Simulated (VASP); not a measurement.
# CaSc (Fm-3m) in VASP: notebook

One crystal, CaSc, is run at these levels: PBE; tasks: single point, relaxation of cell and atoms.

All numbers are computed with VASP 6.6.1; they aren't measurements. Logs are shortened: lines on timing, memory, paths and dates and some standing lists are left out, and cuts for length are marked.

### 1 The cell of the first run

The structure is cubic, space group Fm-3m (No. 225). The conventional cell has a = 6.464 Å, b = 6.464 Å, c = 6.464 Å, α = 90.00°, β = 90.00°, γ = 90.00°. Around Ca (site symmetry m-3m) lie 6 Sc at 3.23 Å. Sc (site symmetry m-3m) has 6 Ca at 3.23 Å as nearest neighbours.

The cell was built by a generator and needn't be a form met in nature.

### 2 Single point, PBE (random cell by space group and Wyckoff sites (Fm-3m, No. 225))

INCAR

```
SYSTEM = CaSc
  ALGO = Fast
  EDIFF = 1E-7
  ENCUT = 520
  GGA = PE
  ISIF = 2
  ISMEAR = 0
  LASPH = .TRUE.
  LCHARG = .FALSE.
  LREAL = .FALSE.
  LWAVE = .FALSE.
  NBANDS = 18
  NELM = 60
  PREC = Accurate
  SIGMA = 0.1
```

KPOINTS

```
k-points
0
G
  16 16 16
  0 0 0
```

POSCAR

```
CaSc
1.0
    0.0000000000      3.2318697070      3.2318697070
    3.2318697070      0.0000000000      3.2318697070
    3.2318697070      3.2318697070      0.0000000000
Ca Sc
1 1
Direct
    0.5000000000      0.5000000000      0.5000000000
    0.0000000000      0.0000000000      0.0000000000
```

Potentials or basis: VASP PAW PBE potentials, release 64 (Ca_sv, Sc_sv).

Run with:

```bash
$ cat potpaw_PBE.64/Ca_sv/POTCAR potpaw_PBE.64/Sc_sv/POTCAR > POTCAR
$ mpirun -np 1 vasp_std > vasp.out
```

OUTCAR:

```text
SYSTEM = CaSc
   EDIFF = 1E-7
   ENCUT = 520
   GGA = PE
   ISIF = 2
   ISMEAR = 0
   LASPH = .TRUE.
   LREAL = .FALSE.
   NELM = 60
   PREC = Accurate

 ion  position               nearest neighbor table
   1  0.500  0.500  0.500-   2 3.23   2 3.23   2 3.23   2 3.23   2 3.23   2 3.23
   2  0.000  0.000  0.000-   1 3.23   1 3.23   1 3.23   1 3.23   1 3.23   1 3.23

  LATTYP: Found a face centered cubic cell.
 ALAT       =     6.4637394140

  Lattice vectors:

 A1 = (   0.0000000000,   3.2318697070,   3.2318697070)
 A2 = (   3.2318697070,   0.0000000000,   3.2318697070)
 A3 = (   3.2318697070,   3.2318697070,   0.0000000000)

Analysis of symmetry for initial positions (statically):
=====================================================================
 Subroutine PRICEL returns:
 Original cell was already a primitive cell.

 Routine SETGRP: Setting up the symmetry group for a
 face centered cubic supercell.

 Subroutine GETGRP returns: Found 48 space group operations
 (whereof 48 operations were pure point group operations)
 out of a pool of 48 trial point group operations.

The static configuration has the point symmetry O_h .

Analysis of symmetry for dynamics (positions and initial velocities):
=====================================================================
 Subroutine PRICEL returns:
 Original cell was already a primitive cell.

 Routine SETGRP: Setting up the symmetry group for a
 face centered cubic supercell.

 Subroutine GETGRP returns: Found 48 space group operations
 (whereof 48 operations were pure point group operations)
 out of a pool of 48 trial point group operations.

The dynamic configuration has the point symmetry O_h .

 Subroutine INISYM returns: Found 48 space group operations
 (whereof 48 operations are pure point group operations),
 and found     1 'primitive' translations

----------------------------------------------------------------------------------------

                                     Primitive cell

  volume of cell :      67.5136

  direct lattice vectors                    reciprocal lattice vectors
     0.000000000  3.231869707  3.231869707    -0.154709207  0.154709207  0.154709207
     3.231869707  0.000000000  3.231869707     0.154709207 -0.154709207  0.154709207
     3.231869707  3.231869707  0.000000000     0.154709207  0.154709207 -0.154709207

  length of vectors
     4.570553971  4.570553971  4.570553971     0.267964207  0.267964207  0.267964207

  position of ions in fractional coordinates (direct lattice)
     0.500000000  0.500000000  0.500000000
     0.000000000  0.000000000  0.000000000

  ion indices of the primitive-cell ions
   primitive index   ion index
                 1           1
                 2           2

----------------------------------------------------------------------------------------

 KPOINTS: k-points

Automatic generation of k-mesh.
 Grid dimensions read from file:
 generate k-points for:   16   16   16

 Generating k-lattice:

  Cartesian coordinates                     Fractional coordinates (reciprocal lattice)
    -0.009669325  0.009669325  0.009669325     0.062500000  0.000000000  0.000000000
     0.009669325 -0.009669325  0.009669325     0.000000000  0.062500000  0.000000000
     0.009669325  0.009669325 -0.009669325     0.000000000  0.000000000  0.062500000

  Length of vectors
     0.016747763  0.016747763  0.016747763

  Shift w.r.t. Gamma in fractional coordinates (k-lattice)
     0.000000000  0.000000000  0.000000000

 Subroutine IBZKPT returns following result:
 ===========================================

 Found    145 irreducible k-points:

 Following reciprocal coordinates:
            Coordinates               Weight
  0.000000  0.000000  0.000000      1.000000
  0.062500  0.000000  0.000000      8.000000
  0.125000  0.000000  0.000000      8.000000
  0.187500  0.000000  0.000000      8.000000
  0.250000  0.000000  0.000000      8.000000
  0.312500  0.000000  0.000000      8.000000
[... 16 lines left out ...]
 -0.125000  0.062500  0.000000     24.000000
 -0.062500  0.062500  0.000000     12.000000
 [... further k-points ...]
   k-points           NKPTS =    145   k-points in BZ     NKDIM =    145   number of bands    NBANDS=     18
   number of dos      NEDOS =    301   number of ions     NIONS =      2
   total plane-waves  NPLWV =  46656
   dimension x,y,z NGX =    36 NGY =   36 NGZ =   36
   dimension x,y,z NGXF=    72 NGYF=   72 NGZF=   72
   ions per type =               1   1
   NGX,Y,Z   is equivalent  to a cutoff of  13.09, 13.09, 13.09 a.u.
   NGXF,Y,Z  is equivalent  to a cutoff of  26.19, 26.19, 26.19 a.u.
 SYSTEM =  CaSc
   PREC   = accura    normal or accurate (medium, high low for compatibility)
   ISTART =      0    job   : 0-new  1-cont  2-samecut
   ICHARG =      2    charge: 1-file 2-atom 10-const
   ISPIN  =      1    spin polarized calculation?
   LNONCOLLINEAR =      F non collinear calculations
   LSORBIT =      F    spin-orbit coupling
   LASPH  =      T    aspherical Exc in radial PAW
   ENCUT  =  520.0 eV  38.22 Ry    6.18 a.u.   8.50  8.50  8.50*2*pi/ulx,y,z
   NELM   =     60;   NELMIN=  2; NELMDL= -5     # of ELM steps
   EDIFF  = 0.1E-06   stopping-criterion for ELM
   LREAL  =      F    real-space projection
   EDIFFG = 0.1E-05   stopping-criterion for IOM
   NSW    =      0    number of steps for IOM
   IBRION =     -1    ionic relax: 0-MD 1-quasi-New 2-CG
   NFREE  =      0    steps in history (QN), initial steepest desc. (CG)
   ISIF   =      2    stress and relaxation
   ISYM   =      2    0-nonsym 1-usesym 2-fastsym
   POTIM  = 0.5000    time-step for ionic-motion
   TEBEG  =    0.0;   TEEND  =   0.0 temperature during run
   PSTRESS=    0.0 pullay stress
   NELECT =      21.0000    total number of electrons
   NUPDOWN=      -1.0000    fix difference up-down
   EMIN   =  10.00;   EMAX   =-10.00  energy-range for DOS
   EFERMI =   0.00;   METHOD = LEGACY
   ISMEAR =     0;   SIGMA  =   0.10  broadening in eV -4-tet -1-fermi 0-gaus
   EFERMI_NEDOS =   21; number of points for ismear=-14 and -15
   IALGO  =     68    algorithm
   IMIX   =      4    mixing-type and parameters
     AMIX     =   0.40;   BMIX     =  1.00
     AMIX_MAG =   1.60;   BMIX_MAG =  1.00
  volume/ion in A,a.u.               =      33.76       227.80
  Fermi-wavevector in a.u.,A,eV,Ry     =   1.109219  2.096121 16.740166  1.230367
  Thomas-Fermi vector in A             =   2.245756
   LORBIT       =      0    0 simple, 1 ext, 2 COOP (PROOUT), +10 PAW based schemes
   GGA     = PE    functional components
   LHFCALC =     F    Hartree Fock is set to
   AEXX    =    0.0000 exact exchange contribution
   IVDW    =     0    specifies the selected vdW correction
   LEPSILON=     F    determine dielectric tensor
   LRPA    =     F    only Hartree local field effects (RPA)
 non-spin polarized calculation
 RMM-DIIS sequential band-by-band and
 Gauss-broadening in eV      SIGMA  =   0.10
  energy-cutoff  :      520.00
  volume of cell :       67.51
 maximum number of plane-waves:      1841
 NGX is ok and might be reduce to    36
   NGX = 17   NGY = 17   NGZ = 17

 number of electron      21.0000000 magnetization

 Free energy of the ion-electron system (eV)
  ---------------------------------------------------
  ext. energy  EPLUGINS =         0.00000000
  ---------------------------------------------------
  free energy    TOTEN  =        -6.55082358 eV

  energy without entropy =       -6.52842012  energy(sigma->0) =       -6.53962185

 E-fermi :   2.5377     XC(G=0):  -8.5343

 val. band max:        2.5374611752   @ k =   0.4375   0.3125   0.0000
 cond. band min:       2.5452443422   @ k =   0.1250   0.1250   0.0000
 fundamental gap:      0.0077831670
 Fermi energy:         2.5377110070

 k-point     1 :       0.0000    0.0000    0.0000
  band No.  band energies     occupation
      1     -47.9743      2.00000
      2     -38.8801      2.00000
      3     -26.6029      2.00000
      4     -26.6029      2.00000
      5     -26.6029      2.00000
      6     -19.9018      2.00000
[... 10 lines left out ...]
     17       6.4599      0.00000
     18       7.3693      0.00000

 k-point     2 :       0.0625    0.0000    0.0000
  band No.  band energies     occupation
      1     -47.9743      2.00000
      2     -38.8801      2.00000
      3     -26.6032      2.00000
      4     -26.6029      2.00000
      5     -26.6029      2.00000
      6     -19.9031      2.00000
[... 10 lines left out ...]
     17       6.4324      0.00000
     18       7.2131      0.00000

 k-point     3 :       0.1250    0.0000    0.0000
  band No.  band energies     occupation
      1     -47.9742      2.00000
      2     -38.8800      2.00000
      3     -26.6039      2.00000
      4     -26.6030      2.00000
      5     -26.6030      2.00000
      6     -19.9067      2.00000
[... 10 lines left out ...]
     17       6.3311      0.00000
     18       6.8889      0.00000

 k-point     4 :       0.1875    0.0000    0.0000
  band No.  band energies     occupation
      1     -47.9741      2.00000
      2     -38.8798      2.00000
      3     -26.6049      2.00000
      4     -26.6031      2.00000
      5     -26.6031      2.00000
      6     -19.9121      2.00000
[... 10 lines left out ...]
     17       6.3738      0.00000
     18       6.6180      0.00000

 k-point     5 :       0.2500    0.0000    0.0000
  band No.  band energies     occupation
      1     -47.9740      2.00000
      2     -38.8796      2.00000
      3     -26.6062      2.00000
      4     -26.6032      2.00000
      5     -26.6032      2.00000
      6     -19.9185      2.00000
[... 10 lines left out ...]
     17       5.6975      0.00000
     18       6.4399      0.00000

 k-point     6 :       0.3125    0.0000    0.0000
  band No.  band energies     occupation
      1     -47.9739      2.00000
      2     -38.8794      2.00000
      3     -26.6075      2.00000
      4     -26.6033      2.00000
      5     -26.6033      2.00000
      6     -19.9249      2.00000
[... 10 lines left out ...]
     17       5.2687      0.00000
     18       6.3700      0.00000

 k-point     7 :       0.3750    0.0000    0.0000
  band No.  band energies     occupation
      1     -47.9738      2.00000
      2     -38.8793      2.00000
      3     -26.6086      2.00000
      4     -26.6034      2.00000
      5     -26.6034      2.00000
      6     -19.9303      2.00000
[... 10 lines left out ...]
     17       5.9376      0.00000
     18       6.3802      0.00000

 k-point     8 :       0.4375    0.0000    0.0000
  band No.  band energies     occupation
      1     -47.9738      2.00000
      2     -38.8792      2.00000
      3     -26.6093      2.00000
      4     -26.6034      2.00000
      5     -26.6034      2.00000
      6     -19.9339      2.00000
[... 10 lines left out ...]
     17       5.7474      0.00000
     18       6.1598      0.00000
[... 229 lines left out ...]
     17       4.8284      0.00000
     18       6.2166      0.00000

 k-point    20 :      -0.3125    0.0625    0.0000
  band No.  band energies     occupation
      1     -47.9739      2.00000
      2     -38.8794      2.00000
      3     -26.6079      2.00000
      4     -26.6039      2.00000
      5     -26.6031      2.00000
      6     -19.9268      2.00000
[... 10 lines left out ...]
     17       5.2083      0.00000
     18       6.2831      0.00000

 k-point    21 :      -0.2500    0.0625    0.0000
  band No.  band energies     occupation
      1     -47.9740      2.00000
      2     -38.8795      2.00000
      3     -26.6067      2.00000
      4     -26.6038      2.00000
      5     -26.6030      2.00000
      6     -19.9210      2.00000
[... 10 lines left out ...]
     17       5.6096      0.00000
     18       6.4049      0.00000

 k-point    22 :      -0.1875    0.0625    0.0000
  band No.  band energies     occupation
      1     -47.9741      2.00000
      2     -38.8797      2.00000
      3     -26.6054      2.00000
      4     -26.6037      2.00000
      5     -26.6029      2.00000
      6     -19.9149      2.00000
[... 10 lines left out ...]
     17       6.2069      0.00000
     18       6.6218      0.00000

 k-point    23 :      -0.1250    0.0625    0.0000
  band No.  band energies     occupation
      1     -47.9742      2.00000
      2     -38.8799      2.00000
      3     -26.6042      2.00000
      4     -26.6035      2.00000
      5     -26.6028      2.00000
      6     -19.9093      2.00000
[... 10 lines left out ...]
     17       6.3569      0.00000
     18       6.5057      0.00000

 k-point    24 :      -0.0625    0.0625    0.0000
  band No.  band energies     occupation
      1     -47.9742      2.00000
      2     -38.8800      2.00000
      3     -26.6034      2.00000
      4     -26.6033      2.00000
      5     -26.6028      2.00000
      6     -19.9052      2.00000
[... 10 lines left out ...]
     17       6.4324      0.00000
     18       6.8664      0.00000

 [... further k-points ...]
[... 5 lines left out ...]
  --------------------------------------------------------------------------------------
  -------------------------------------------------------------------------------------
  Total        0.0083041      0.0083041      0.0083041     -0.0000000      0.0000000     -0.0000000
  in kB        0.1970653      0.1970653      0.1970653     -0.0000000      0.0000000     -0.0000000
  external PRESSURE =       0.1970653 kB  Pullay stress =       0.0000000 kB

 VOLUME and BASIS-vectors are now :
 -----------------------------------------------------------------------------
  energy-cutoff  :      520.00
  volume of cell :       67.51
      direct lattice vectors                 reciprocal lattice vectors
     0.000000000  3.231869707  3.231869707    -0.154709207  0.154709207  0.154709207
     3.231869707  0.000000000  3.231869707     0.154709207 -0.154709207  0.154709207
     3.231869707  3.231869707  0.000000000     0.154709207  0.154709207 -0.154709207

 POSITION                                       TOTAL-FORCE (eV/Angst)
 -----------------------------------------------------------------------------------
      3.23187      3.23187      3.23187         0.000000     -0.000000     -0.000000
      0.00000      0.00000      0.00000        -0.000000      0.000000      0.000000
 -----------------------------------------------------------------------------------
    total drift:                                0.000000      0.000000      0.000000

  FREE ENERGIE OF THE ION-ELECTRON SYSTEM (eV)
  ---------------------------------------------------
  free  energy   TOTEN  =        -6.5508235777 eV

  energy  without entropy=       -6.5284201222  energy(sigma->0) =       -6.53962185
```

Run time: 8.6 min. Hardware: 1 thread of Intel Xeon Platinum 8375C at 2.90GHz (Ice Lake), shared host; peak memory 0.34 GiB.

What came out:

| Quantity | Value |
| --- | --- |
| Free energy | -6.5508 eV |
| Pressure | 0.0 GPa |
| Band gap on the k mesh | none (metal or under the smearing width) |

[end of part 1 of 2]
